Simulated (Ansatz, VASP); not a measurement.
## PtSe2 in two plane-wave programs

One calculation is typed for both programs; each brings its own data sets and cutoff. How far apart do they land? The cell is taken from a series of VASP runs on this material, whose earlier steps may have relaxed, scaled or displaced it; both programs get it as it stands.

Method: plane waves, with VASP 6.6.1 beside it; zone-centre phonons at PBEsol and zone-centre phonons at PBE, in Ansatz 0.2.0.

**1. The structure**

Symmetry: P-3m1, No. 164, trigonal system. Conventional cell: a = 3.762 Å, b = 3.762 Å, c = 4.853 Å, α = 90.00°, β = 90.00°, γ = 120.00°. Nearest to Pt lie 6 Se at 2.51 Å. Nearest to Se lie 3 Pt at 2.51 Å. Farther neighbours and most contacts between anions are not listed.

Coordinates:

```xyz
3
Lattice="3.7621 0.0000 0.0000 -1.8810 3.2580 0.0000 0.0000 0.0000 4.8535" Properties=species:S:1:pos:R:3 pbc="T T T"
Pt    0.0000    0.0000    0.0000
Se    1.8810    1.0860    3.5856
Se    0.0000    2.1720    1.2679
```

**2. VASP: zone-centre phonons, PBEsol**

Second derivatives magnify differences that forces hide, and they need a tight electronic threshold.

Lines of VASP's logs that name or quote its potential files are left out, and so is its time.

INCAR reads:

```
SYSTEM = PtSe2
PREC = Accurate
ENCUT = 450
EDIFF = 1E-08
NELM = 100
ISMEAR = 0
SIGMA = 0.05
LREAL = .FALSE.
ALGO = Normal
GGA = PS
NBANDS = 17
LORBIT = 11
LWAVE = .FALSE.
LCHARG = .FALSE.
KPAR = 4
IBRION = 8
ISIF = 2
```

POSCAR reads:

```
PtSe2
1.0
    3.7620712585      0.0000000000      0.0000000000
   -1.8810356293      3.2580492807      0.0000000000
    0.0000000000      0.0000000000      4.8534857268
Pt Se
1 2
Direct
    0.0000000000      0.0000000000      0.0000000000
    0.6666666667      0.3333333333      0.7387751444
    0.3333333333      0.6666666667      0.2612248556
```

KPOINTS reads:

```
Automatic mesh
0
Gamma
10 10 8
0 0 0
```

The projector-augmented-wave data sets are Pt and Se (PBE family, release 64).

Started as:

```bash
> mpirun -np 4 vasp_std
```

Numbers of over 12 decimals in the logs are rounded to 6 here.

The log of the run:

```text
[banner, memory and clock lines left out]
running    4 mpi-ranks, on    1 nodes
 distrk:  each k-point on    1 cores,    4 groups
 distr:  one band on    1 cores,    1 groups

 POSCAR found type information on POSCAR PtSe
 POSCAR found :  2 types and       3 ions
|                                                                             |
|               ----> ADVICE to this user running VASP <----                  |
|                                                                             |
|     You enforced a specific xc type in the INCAR file but a different       |
|     [... a line on the potential file left out ...]
|     I HOPE YOU KNOW WHAT YOU ARE DOING!                                     |
|                                                                             |

 LDA part: xc-table for (Slater+PW92), standard interpolation
 POSCAR, INCAR and KPOINTS ok, starting setup
 FFT: planning ... GRIDC
 FFT: planning ... GRID_SOFT
 FFT: planning ... GRID
 WAVECAR not read
 entering main loop
       N       E                     dE             d eps       ncg     rms          rms(c)
DAV:   1     0.994595331205E+02    0.99460E+02   -0.94414E+03  3260   0.102E+03
DAV:   2    -0.124991916249E+02   -0.11196E+03   -0.10896E+03  4001   0.209E+02
DAV:   3    -0.167057134141E+02   -0.42065E+01   -0.41823E+01  3863   0.411E+01
DAV:   4    -0.167343124511E+02   -0.28599E-01   -0.28589E-01  4094   0.369E+00
DAV:   5    -0.167345997084E+02   -0.28726E-03   -0.28725E-03  4023   0.351E-01    0.127E+01
DAV:   6    -0.161534892761E+02    0.58111E+00   -0.48830E+00  3263   0.198E+01    0.781E+00
DAV:   7    -0.159237649323E+02    0.22972E+00   -0.91624E-01  3271   0.958E+00    0.381E+00
DAV:   8    -0.158999893539E+02    0.23776E-01   -0.63705E-02  3439   0.171E+00    0.834E-01
DAV:   9    -0.158968540748E+02    0.31353E-02   -0.75371E-03  3704   0.835E-01    0.202E-01
DAV:  10    -0.158968517038E+02    0.23710E-05   -0.12547E-03  3602   0.216E-01    0.332E-02
DAV:  11    -0.158968516177E+02    0.86034E-07   -0.42590E-05  4158   0.474E-02    0.253E-02
DAV:  12    -0.158968512260E+02    0.39170E-06   -0.35622E-06  3563   0.123E-02    0.516E-03
DAV:  13    -0.158968511757E+02    0.50308E-07   -0.45423E-07  4142   0.449E-03    0.123E-03
DAV:  14    -0.158968511688E+02    0.69131E-08   -0.24750E-08  3102   0.127E-03
   1 F= -.15896851E+02 E0= -.15896185E+02  d E =-.133194E-02
 Linear response reoptimize wavefunctions to high precision
DAV:   1    -0.158968511746E+02   -0.58160E-08   -0.38635E-09  3652   0.455E-04
DAV:   2    -0.158968511746E+02    0.15916E-11   -0.50508E-11  1800   0.462E-05
 Linear response DOF=           4
 Linear response progress:
  Degree of freedom:   1/  4
       N       E                     dE             d eps       ncg     rms          rms(c)
RMM:   1    -0.256360364435E+00   -0.25636E+00   -0.25975E-01 13084   0.328E+00
RMM:   2    -0.248804068944E+00    0.75563E-02   -0.72683E-03 11599   0.510E-01    0.195E-01
RMM:   3    -0.248609456291E+00    0.19461E-03   -0.42048E-04 12602   0.121E-01    0.116E-01
RMM:   4    -0.249070803672E+00   -0.46135E-03   -0.53158E-04 13105   0.123E-01    0.222E-02
RMM:   5    -0.249138008784E+00   -0.67205E-04   -0.36687E-05 12789   0.366E-02    0.936E-03
RMM:   6    -0.249183944562E+00   -0.45936E-04   -0.57216E-07 13392   0.592E-03    0.143E-03
RMM:   7    -0.249162706007E+00    0.21239E-04   -0.18411E-07 13439   0.199E-03    0.838E-04
RMM:   8    -0.249156730607E+00    0.59754E-05   -0.33464E-07 13169   0.141E-03    0.109E-04
RMM:   9    -0.249154707462E+00    0.20231E-05   -0.33436E-07 13994   0.555E-04    0.171E-04
RMM:  10    -0.249155255433E+00   -0.54797E-06   -0.26945E-08 13201   0.358E-04    0.318E-05
RMM:  11    -0.249155529171E+00   -0.27374E-06    0.22088E-08 14177   0.144E-04    0.125E-05
RMM:  12    -0.249155545468E+00   -0.16298E-07   -0.53700E-09 13980   0.108E-04    0.172E-06
RMM:  13    -0.249155569498E+00   -0.24030E-07    0.41071E-09 14485   0.898E-05    0.281E-06
RMM:  14    -0.249155545448E+00    0.24050E-07   -0.12625E-08 12597   0.833E-05    0.113E-06
RMM:  15    -0.249155540040E+00    0.54085E-08   -0.15082E-08 12841   0.828E-05    0.190E-07
 first order change of Fermi-energy   0.12089E-04
 force on displaced ion       1 direction 1 : -14.803   0.000   0.000
 Linear response progress:
  Degree of freedom:   2/  4
       N       E                     dE             d eps       ncg     rms          rms(c)
RMM:   1    -0.270615959812E+00   -0.27062E+00   -0.26617E-01  5519   0.330E+00
RMM:   2    -0.262316262549E+00    0.82997E-02   -0.71384E-03  4801   0.534E-01    0.205E-01
RMM:   3    -0.261950547638E+00    0.36571E-03   -0.72831E-04  5196   0.148E-01    0.118E-01
RMM:   4    -0.262211326003E+00   -0.26078E-03   -0.46355E-04  5352   0.112E-01    0.366E-02
RMM:   5    -0.262365953563E+00   -0.15463E-03   -0.10307E-05  5439   0.214E-02    0.149E-02
RMM:   6    -0.262428823076E+00   -0.62870E-04   -0.41590E-06  5060   0.111E-02    0.227E-03
RMM:   7    -0.262406320506E+00    0.22503E-04   -0.16934E-07  5546   0.224E-03    0.706E-04
RMM:   8    -0.262397596667E+00    0.87238E-05   -0.70553E-08  5559   0.617E-04    0.143E-04
RMM:   9    -0.262396810186E+00    0.78648E-06   -0.46559E-08  5629   0.237E-04    0.635E-05
RMM:  10    -0.262397126414E+00   -0.31623E-06   -0.51428E-08  5688   0.153E-04    0.189E-05
RMM:  11    -0.262396975283E+00    0.15113E-06   -0.66909E-08  5795   0.103E-04    0.691E-06
RMM:  12    -0.262397064085E+00   -0.88803E-07   -0.69249E-08  5863   0.921E-05    0.126E-06
RMM:  13    -0.262397069234E+00   -0.51491E-08   -0.53634E-08  5521   0.869E-05    0.611E-07
 first order change of Fermi-energy  -0.47355E-03
 force on displaced ion       1 direction 3 :  -0.000   0.000 -15.251
 Linear response progress:
  Degree of freedom:   3/  4
       N       E                     dE             d eps       ncg     rms          rms(c)
RMM:   1    -0.775211597615E-01   -0.77521E-01    0.60384E-02 33181   0.151E+00
RMM:   2    -0.763130564090E-01    0.12081E-02   -0.15445E-03 21437   0.235E-01    0.104E-01
RMM:   3    -0.761833690991E-01    0.12969E-03   -0.47521E-05 23341   0.395E-02    0.592E-02
RMM:   4    -0.761264922394E-01    0.56877E-04   -0.27494E-05 23846   0.313E-02    0.698E-03
RMM:   5    -0.761321807725E-01   -0.56885E-05   -0.49507E-07 23975   0.539E-03    0.137E-03
RMM:   6    -0.761320710930E-01    0.10968E-06   -0.39597E-08 24235   0.156E-03    0.377E-04
RMM:   7    -0.761306289292E-01    0.14422E-05   -0.98863E-08 24492   0.507E-04    0.867E-05
RMM:   8    -0.761304216861E-01    0.20724E-06   -0.38945E-08 24850   0.140E-04    0.427E-05
RMM:   9    -0.761303419773E-01    0.79709E-07   -0.68512E-08 24753   0.908E-05    0.195E-05
RMM:  10    -0.761302910182E-01    0.50959E-07   -0.62192E-08 24850   0.793E-05    0.341E-06
RMM:  11    -0.761303052824E-01   -0.14264E-07   -0.86816E-08 25283   0.670E-05    0.988E-07
RMM:  12    -0.761303052679E-01    0.14510E-10   -0.50099E-08 20472   0.640E-05    0.463E-07
 first order change of Fermi-energy  -0.19818E-05
 force on displaced ion       2 direction 1 :  -7.617  -0.000   0.000
 Linear response progress:
  Degree of freedom:   4/  4
       N       E                     dE             d eps       ncg     rms          rms(c)
RMM:   1    -0.914764556490E-01   -0.91476E-01    0.54755E-02  7422   0.149E+00
RMM:   2    -0.894279864032E-01    0.20485E-02   -0.17829E-03  5039   0.250E-01    0.151E-01
RMM:   3    -0.892123529157E-01    0.21563E-03   -0.18435E-04  5426   0.668E-02    0.992E-02
RMM:   4    -0.891020601878E-01    0.11029E-03   -0.52968E-05  5385   0.453E-02    0.509E-02
RMM:   5    -0.890592495787E-01    0.42811E-04   -0.19770E-05  5445   0.237E-02    0.899E-03
RMM:   6    -0.890675628670E-01   -0.83133E-05   -0.48765E-07  5486   0.370E-03    0.308E-03
RMM:   7    -0.890728846321E-01   -0.53218E-05   -0.22935E-07  5445   0.234E-03    0.795E-04
RMM:   8    -0.890710535670E-01    0.18311E-05    0.61511E-09  5596   0.575E-04    0.157E-04
RMM:   9    -0.890707479956E-01    0.30557E-06   -0.87316E-09  5643   0.148E-04    0.528E-05
RMM:  10    -0.890706985041E-01    0.49492E-07    0.18118E-08  5707   0.106E-04    0.107E-05
RMM:  11    -0.890707234191E-01   -0.24915E-07    0.19069E-08  5800   0.708E-05    0.339E-06
RMM:  12    -0.890707190683E-01    0.43508E-08   -0.23743E-08  5444   0.640E-05    0.670E-07
 first order change of Fermi-energy   0.95186E+00
 force on displaced ion       2 direction 3 :   0.000   0.000  -9.848
 Linear response finished
```

Parts of OUTCAR (step 2):

```text
ion  position               nearest neighbor table
   1  0.000  0.000  0.000-   2 2.51   3 2.51   2 2.51   3 2.51   2 2.51   3 2.51
   2  0.667  0.333  0.739-   1 2.51   1 2.51   1 2.51
   3  0.333  0.667  0.261-   1 2.51   1 2.51   1 2.51

  LATTYP: Found a hexagonal cell.
 ALAT       =     3.7620712585
 C/A-ratio  =     1.2901099935

 Subroutine GETGRP returns: Found 12 space group operations
 (whereof 12 operations were pure point group operations)

The static configuration has the point symmetry D_3d.

 Found     94 irreducible k-points:

   k-points           NKPTS =     94   k-points in BZ     NKDIM =     94   number of bands    NBANDS=     17

   dimension x,y,z NGX =    28 NGY =   28 NGZ =   36
   dimension x,y,z NGXF=    56 NGYF=   56 NGZF=   72

   ENCUT  =  450.0 eV  33.07 Ry    5.75 a.u.   6.51  6.51  8.39*2*pi/ulx,y,z

   NELECT =      22.0000    total number of electrons

 k-points in reciprocal lattice and weights: Automatic mesh
   0.00000000  0.00000000  0.00000000       0.001
   0.10000000  0.00000000  0.00000000       0.007
   0.20000000  0.00000000  0.00000000       0.007
   0.30000000  0.00000000  0.00000000       0.007
   0.40000000  0.00000000  0.00000000       0.007
   0.50000000  0.00000000  0.00000000       0.004
   0.10000000  0.10000000  0.00000000       0.007
   0.20000000  0.10000000  0.00000000       0.015
   0.30000000  0.10000000  0.00000000       0.015
[...]
0.40000000  0.20000000  0.50000000       0.007
   0.30000000  0.30000000  0.50000000       0.007

 average (electrostatic) potential at core
       1 -68.2360       2 -52.5121       3 -52.5121

  Total        0.0059132      0.0059132      0.0026496     -0.0000000      0.0000000      0.0000000
  in kB        0.1592553      0.1592553      0.0713601     -0.0000000      0.0000000      0.0000000
  external PRESSURE =       0.1299569 kB  Pullay stress =       0.0000000 kB

  energy-cutoff  :      450.00
  volume of cell :       59.49
      direct lattice vectors                 reciprocal lattice vectors
     3.762071258  0.000000000  0.000000000     0.265811020  0.153466064  0.000000000
    -1.881035629  3.258049281  0.000000000     0.000000000  0.306932128  0.000000000
     0.000000000  0.000000000  4.853485727     0.000000000  0.000000000  0.206037487

 POSITION                                       TOTAL-FORCE (eV/Angst)
 -----------------------------------------------------------------------------------
      0.00000      0.00000      0.00000        -0.000000      0.000000      0.000000
      1.88104      1.08602      3.58563         0.000000      0.000000      0.001854
     -0.00000      2.17203      1.26785         0.000000     -0.000000     -0.001854
 -----------------------------------------------------------------------------------
    total drift:                               -0.000000     -0.000000     -0.000000

 Eigenvectors and eigenvalues of the dynamical matrix
 ----------------------------------------------------

   1 f  =    6.535410 THz    41.063192 2PiTHz  217.997813 cm-1    27.028272 meV
             X         Y         Z           dx          dy          dz
      0.000000  0.000000  0.000000     0.000000    0.000000   -0.668830
      1.881036  1.086016  3.585635    -0.000000   -0.000000    0.525674
     -0.000000  2.172033  1.267851    -0.000000   -0.000000    0.525674

   2 f  =    6.438574 THz    40.454751 2PiTHz  214.767699 cm-1    26.627789 meV
             X         Y         Z           dx          dy          dz
      0.000000  0.000000  0.000000     0.510177   -0.432525   -0.000000
      1.881036  1.086016  3.585635    -0.400959    0.339930    0.000000
     -0.000000  2.172033  1.267851    -0.400959    0.339930   -0.000000

   3 f  =    6.438574 THz    40.454751 2PiTHz  214.767699 cm-1    26.627789 meV
             X         Y         Z           dx          dy          dz
      0.000000  0.000000  0.000000     0.432525    0.510177    0.000000
      1.881036  1.086016  3.585635    -0.339930   -0.400959   -0.000000
     -0.000000  2.172033  1.267851    -0.339930   -0.400959    0.000000

   4 f  =    6.112243 THz    38.404354 2PiTHz  203.882471 cm-1    25.278193 meV
             X         Y         Z           dx          dy          dz
      0.000000  0.000000  0.000000     0.000000    0.000000    0.000000
      1.881036  1.086016  3.585635    -0.000000   -0.000000    0.707107
     -0.000000  2.172033  1.267851    -0.000000   -0.000000   -0.707107

   5 f  =    4.923857 THz    30.937506 2PiTHz  164.242191 cm-1    20.363427 meV
             X         Y         Z           dx          dy          dz
      0.000000  0.000000  0.000000    -0.000000    0.000000    0.000000
      1.881036  1.086016  3.585635     0.539355   -0.457270   -0.000000
     -0.000000  2.172033  1.267851    -0.539355    0.457270    0.000000

   6 f  =    4.923857 THz    30.937506 2PiTHz  164.242191 cm-1    20.363427 meV
             X         Y         Z           dx          dy          dz
      0.000000  0.000000  0.000000     0.000000   -0.000000    0.000000
      1.881036  1.086016  3.585635     0.457270    0.539355   -0.000000
     -0.000000  2.172033  1.267851    -0.457270   -0.539355   -0.000000

   7 f/i=    0.000042 THz     0.000262 2PiTHz    0.001390 cm-1     0.000172 meV
             X         Y         Z           dx          dy          dz
      0.000000  0.000000  0.000000    -0.722279   -0.175937   -0.000000
      1.881036  1.086016  3.585635    -0.459512   -0.111931   -0.000000
     -0.000000  2.172033  1.267851    -0.459512   -0.111931   -0.000000

   8 f/i=    0.000042 THz     0.000262 2PiTHz    0.001390 cm-1     0.000172 meV
             X         Y         Z           dx          dy          dz
      0.000000  0.000000  0.000000     0.175937   -0.722279   -0.000000
      1.881036  1.086016  3.585635     0.111931   -0.459512   -0.000000
     -0.000000  2.172033  1.267851     0.111931   -0.459512   -0.000000

   9 f/i=    0.000206 THz     0.001291 2PiTHz    0.006856 cm-1     0.000850 meV
             X         Y         Z           dx          dy          dz
      0.000000  0.000000  0.000000     0.000000   -0.000000    0.743415
      1.881036  1.086016  3.585635     0.000000   -0.000000    0.472935
     -0.000000  2.172033  1.267851     0.000000   -0.000000    0.472935

 ELASTIC MODULI CONTR FROM IONIC RELAXATION (kBar)
 Direction    XX          YY          ZZ          XY          YZ          ZX
 --------------------------------------------------------------------------------
 XX        -575.7681   -355.2056   -558.0441      0.0000    231.4502     -0.0000
 YY        -355.2056   -575.7681   -558.0441      0.0000   -231.4502      0.0000
 ZZ        -558.0441   -558.0441   -669.0053      0.0000     -0.0000     -0.0000
 XY           0.0000      0.0000      0.0000   -110.2813      0.0000    212.2248
 YZ         231.4502   -231.4502     -0.0000      0.0000   -485.7505      0.0000
 ZX          -0.0000      0.0000     -0.0000    212.2248      0.0000   -408.4044
 --------------------------------------------------------------------------------
```

Energies printed during the response cycles are not total energies of the cell.

(Part 1 of 2 ends here.)

[Lines on the potential files, build, host, timing and source positions are cut from VASP's logs without a mark.]

[Logs are printed without paths, hosts, clocks, repeated set-up lines and the standing remarks that a program may print on its own settings, such as how far it seeks lower states.]

[Hosts, paths, dates, database ids (printed as entryN), source tags and the programs' standing remarks are cut or masked in the printed files.]
